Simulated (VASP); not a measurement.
OSZICAR of a VASP run on CoAl (CsCl type):

### OSZICAR
```
       N       E                     dE             d eps       ncg     rms          rms(c)
DAV:   1     0.279418631258E+02    0.27942E+02   -0.53556E+03  3946   0.126E+03
DAV:   2    -0.228942848805E+02   -0.50836E+02   -0.48407E+02  3966   0.199E+02
DAV:   3    -0.242199854437E+02   -0.13257E+01   -0.13174E+01  4618   0.428E+01
DAV:   4    -0.242452469453E+02   -0.25262E-01   -0.25253E-01  4908   0.528E+00
DAV:   5    -0.242461240683E+02   -0.87712E-03   -0.87709E-03  4660   0.928E-01    0.147E+01
DAV:   6    -0.251593630404E+02   -0.91324E+00   -0.73907E+01  4292   0.143E+02    0.169E+01
DAV:   7    -0.209961510173E+02    0.41632E+01   -0.30055E+01  4328   0.823E+01    0.219E+00
DAV:   8    -0.210337286971E+02   -0.37578E-01   -0.34572E-01  4522   0.732E+00    0.209E+00
DAV:   9    -0.210193956299E+02    0.14333E-01   -0.32771E-01  4394   0.101E+01    0.845E-01
DAV:  10    -0.210080329419E+02    0.11363E-01   -0.66422E-02  4352   0.462E+00    0.181E-01
DAV:  11    -0.210113881231E+02   -0.33552E-02   -0.48805E-03  4350   0.117E+00    0.133E-01
DAV:  12    -0.210115258033E+02   -0.13768E-03   -0.28528E-04  4438   0.243E-01    0.323E-02
DAV:  13    -0.210115378474E+02   -0.12044E-04   -0.22869E-05  5560   0.663E-02    0.670E-03
DAV:  14    -0.210115415374E+02   -0.36899E-05   -0.62713E-06  4172   0.386E-02    0.426E-03
DAV:  15    -0.210115419309E+02   -0.39357E-06   -0.68462E-07  4142   0.101E-02    0.197E-03
DAV:  16    -0.210115420241E+02   -0.93223E-07   -0.37947E-08  2158   0.291E-03
   1 F= -.21011542E+02 E0= -.21011548E+02  d E =-.210115E+02
```

Question: Which electronic solver shows in the log?

Answer: It is blocked Davidson (ALGO = Normal, or the opening steps of other solvers). The INCAR had ALGO = Normal.

Question: How was spin treated?

Answer: Without spin polarisation: there is no mag entry.

Question: Can the final energy be trusted as converged?

Answer: The run converged. It stopped with EDIFF = 1E-7, NELM = 100, NSW = 30 and EDIFFG = -0.01 after 1 ionic step (r2SCAN meta-GGA, plane waves, VASP's PBE PAW potentials (set 64)).

The compound is CoAl in the CsCl type structure. This cell was strained or had an atom moved on purpose. The run is not spin-polarised, so no magnetic state was tried.
